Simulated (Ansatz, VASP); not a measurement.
# AlIn: VASP beside Ansatz, part 2 of 2

One calculation is typed for both programs; each brings its own data sets. How far apart do they land? The cell is generated by rule, not measured, and may not be a known phase. The cell is taken from a series of runs on this material, whose earlier steps may have relaxed, scaled, displaced or heated it; both programs get it as it stands.

VASP 6.6.1 and Ansatz 0.2.0.

So far. Step 3 (Ansatz: single point, PBE, pair 1): The run ends at a pressure of 0.66 GPa. Step 5 (VASP: single point, PBE, pair 2): The run ends at a pressure of 1.37 GPa.

## (6) Ansatz: single point, PBE, pair 2

Level of this step: Ansatz beside VASP: Kohn-Sham DFT, plane waves, PBE (Ansatz).

The same cell, functional, mesh and smearing now go to Ansatz, which takes its cutoff from its data sets.

The cell is taken from a series of runs on this material, whose earlier steps may have relaxed, scaled, displaced or heated it; both programs get it as it stands.

Contents of input.yaml:

```yaml
crystal:
  lattice:
    - [0.0, 2.8700973988, 2.8700973988]
    - [2.8700973988, 0.0, 2.8700973988]
    - [2.8700973988, 2.8700973988, 0.0]
  atoms:
    - { symbol: Al, position: [0.5, 0.5, 0.5] }
    - { symbol: In, position: [0.0, 0.0, 0.0] }
kpoints:
  mp_grid: { grid: [12, 12, 12] }
hamiltonian:
  xc: pbe
scf:
  occupations: { method: methfessel_paxton, width: 0.15 }
output:
  forces: true
  stress: true
  eigenvalues: true
  write_density: true
  write_potential: true
  elf: true
  volumetric_format: npy
```

Run with:

```sh
ansatz run input.yaml --threads 4 --pin off --max-ram 8192MiB --backend cpu --events-out ev --progress --plain --runs-dir out
```

Numbers of over 12 decimals in the logs are rounded to 6 here.

Output:

```text
[...]
Crystal: 2 atoms, lattice volume = 47.285 Å³
Basis set: ecut = 420 eV, 941 PW (Γ), exchange–correlation on 60×60×60 points (8 copies of the dense FFT grid, shifted against one another)
Bands: 12, of which v1, the nominal top of the filled ones, is band 8 counted from 1 (7 counted from 0)
Symmetry: 48 space group operations
[...]
k-points: 72 of 1728
[...]
--- Band table (eV; the first three rows and the last of 72) ---
  k-point 0: bands = [... 4 lower, -6.4871, -1.5384, 10.2844, 10.2844, 10.2844, 12.7820, 14.3944, 14.3944]
  k-point 1: bands = [... 4 lower, -6.4840, -1.4415, 9.3898, 10.2542, 10.2542, 13.1782, 14.3606, 14.5582]
  k-point 2: bands = [... 4 lower, -6.4744, -1.1503, 7.8018, 10.1974, 10.1974, 13.0411, 14.0295, 14.0295]
  k-point 71: bands = [... 4 lower, -6.4018, 3.3175, 4.0493, 5.2118, 5.2118, 12.7685, 12.9447, 14.9797]
[key lines of the parts left out:]
SCF converged after 6 iterations
Free energy (F): -6134.762838 eV
Fermi energy:    7.880909 eV
P = ⅓ Tr σ = 1.4076 GPa (14.076 kbar)
```

The run ends at a pressure of 1.41 GPa.

## (7) Side by side

Both answers:

| quantity | Ansatz | VASP | difference |
| --- | --- | --- | --- |
| pressure (GPa) | 1.41 | 1.37 | +0.04 |

## (8) VASP: single point, PBE, pair 3

A single point gives forces, pressure and levels at one fixed geometry, so differences don't come from the geometry; what else differs is listed under the comparison. The cell compared in this pair holds 49.48 Å³, against 47.28 Å³ for the pair before.

Contents of INCAR:

```
SYSTEM = AlIn
PREC = Accurate
ENCUT = 500
EDIFF = 1E-06
NELM = 120
ISMEAR = 1
SIGMA = 0.15
LREAL = .FALSE.
ALGO = Normal
GGA = PE
NBANDS = 14
LORBIT = 11
LWAVE = .FALSE.
LCHARG = .FALSE.
ISIF = 2
LASPH = .TRUE.
GGA_COMPAT = .FALSE.
```

Contents of POSCAR:

```
AlIn
1.0
    0.0000000000      2.9138111740      2.9138111740
    2.9138111740      0.0000000000      2.9138111740
    2.9138111740      2.9138111740      0.0000000000
Al In
1 1
Direct
    0.5000000000      0.5000000000      0.5000000000
    0.0000000000      0.0000000000      0.0000000000
```

Contents of KPOINTS:

```
Automatic mesh
0
Gamma
12 12 12
0 0 0
```

Potentials, in the order of the species: Al and In_d (PBE family, release 64).

Run with:

```sh
mpirun -np 1 vasp_std
```

Output:

```text
[... set-up lines as in an earlier step ...]
 entering main loop
       N       E                     dE             d eps       ncg     rms          rms(c)
DAV:   1     0.876500378826E+02    0.87650E+02   -0.71447E+03  2028   0.122E+03
DAV:   2    -0.963600106273E+00   -0.88614E+02   -0.85056E+02  2154   0.283E+02
DAV:   3    -0.564523417506E+01   -0.46816E+01   -0.46464E+01  2622   0.650E+01
DAV:   4    -0.577055728187E+01   -0.12532E+00   -0.12529E+00  2644   0.108E+01
[...]
DAV:   9    -0.572703212040E+01   -0.21113E-04   -0.10661E-04  2546   0.959E-02    0.427E-02
DAV:  10    -0.572703555931E+01   -0.34389E-05   -0.77041E-06  2578   0.241E-02    0.571E-03
DAV:  11    -0.572703554310E+01    0.16210E-07   -0.42509E-07  1542   0.757E-03
   1 F= -.57270355E+01 E0= -.57275952E+01  d E =0.167893E-02
```

From OUTCAR (step 8):

```text
  Total       -0.2005438     -0.2005438     -0.2005438     -0.0000000     -0.0000000     -0.0000000
  in kB       -6.4939017     -6.4939017     -6.4939017     -0.0000000     -0.0000000     -0.0000000
  external PRESSURE =      -6.4939017 kB  Pullay stress =       0.0000000 kB

 POSITION                                       TOTAL-FORCE (eV/Angst)
 -----------------------------------------------------------------------------------
      2.91381      2.91381      2.91381         0.000000      0.000000      0.000000
      0.00000      0.00000      0.00000        -0.000000     -0.000000     -0.000000
 -----------------------------------------------------------------------------------
    total drift:                               -0.000000      0.000000      0.000000

  FREE ENERGIE OF THE ION-ELECTRON SYSTEM (eV)
  ---------------------------------------------------
  free  energy   TOTEN  =        -5.7270355431 eV

  energy  without entropy=       -5.7287144710  energy(sigma->0) =       -5.72759519

[... 1 part as in an earlier step ...]

[... 2 further parts left out ...]
[key lines of the parts left out:]
E-fermi :   5.9622
```

The run ends at a pressure of -0.65 GPa.

## (9) Ansatz: single point, PBE, pair 3

The same cell, functional, mesh and smearing now go to Ansatz, which takes its cutoff from its data sets.

The cell is taken from a series of runs on this material, whose earlier steps may have relaxed, scaled, displaced or heated it; both programs get it as it stands.

input.yaml, the sections that differ from step 6:

```yaml
crystal:
  lattice:
    - [0.0, 2.913811174, 2.913811174]
    - [2.913811174, 0.0, 2.913811174]
    - [2.913811174, 2.913811174, 0.0]
  atoms:
    - { symbol: Al, position: [0.5, 0.5, 0.5] }
    - { symbol: In, position: [0.0, 0.0, 0.0] }
output:
  forces: true
  stress: true
  eigenvalues: true
# kpoints, hamiltonian, scf: as in step 6
```

Run with:

```sh
ansatz run input.yaml --threads 4 --pin off --max-ram 8192MiB --backend cpu --events-out ev --progress --plain --runs-dir out
```

Output:

```text
[...]
Crystal: 2 atoms, lattice volume = 49.478 Å³
Basis set: ecut = 420 eV, 941 PW (Γ), exchange–correlation on 60×60×60 points (8 copies of the dense FFT grid, shifted against one another)
Bands: 12, of which v1, the nominal top of the filled ones, is band 8 counted from 1 (7 counted from 0)
Symmetry: 48 space group operations
[...]
k-points: 72 of 1728
[...]
--- Band table (eV; the first three rows and the last of 72) ---
  k-point 0: bands = [... 4 lower, -6.9612, -1.7706, 9.6847, 9.6847, 9.6847, 11.7347, 13.8052, 13.8052]
  k-point 1: bands = [... 4 lower, -6.9585, -1.6771, 8.7789, 9.6580, 9.6580, 12.2117, 13.7372, 13.9581]
  k-point 2: bands = [... 4 lower, -6.9504, -1.3960, 7.2335, 9.6093, 9.6093, 12.2635, 13.3530, 13.3530]
  k-point 71: bands = [... 4 lower, -6.8879, 2.8663, 3.5578, 4.8462, 4.8462, 12.0350, 12.2219, 14.3759]
[key lines of the parts left out:]
SCF converged after 6 iterations
Free energy (F): -6134.767599 eV
Fermi energy:    7.383358 eV
P = ⅓ Tr σ = -0.6129 GPa (-6.129 kbar)
```

The run ends at a pressure of -0.61 GPa.

## (10) Differences

Compared:

| quantity | Ansatz | VASP | difference |
| --- | --- | --- | --- |
| pressure (GPa) | -0.61 | -0.65 | +0.04 |

## (11) Summary of results

```
difference in pressure (single point, PBE, pair 1) : 0.035 GPa
difference in pressure (single point, PBE, pair 2) : 0.036 GPa
difference in pressure (single point, PBE, pair 3) : 0.037 GPa
```

**Reading.** The difference in pressure is 0.037 GPa (single point, PBE, pair 3), within the 1 GPa picked in this series as the mark of a large difference. 2 further runs of this series are not shown here. Such differences can come from data sets, numerical settings and the points named under the comparisons, not from the functional's error against experiment.

[Lines on the potential files, build, host, timing and source positions are cut from VASP's logs without a mark.]

[Logs are printed without paths, hosts, clocks, repeated set-up lines and the standing remarks that a program may print on its own settings, such as how far it seeks lower states.]

[Hosts, paths, dates, database ids (printed as entryN), source tags and the programs' standing remarks are cut or masked in the printed files.]
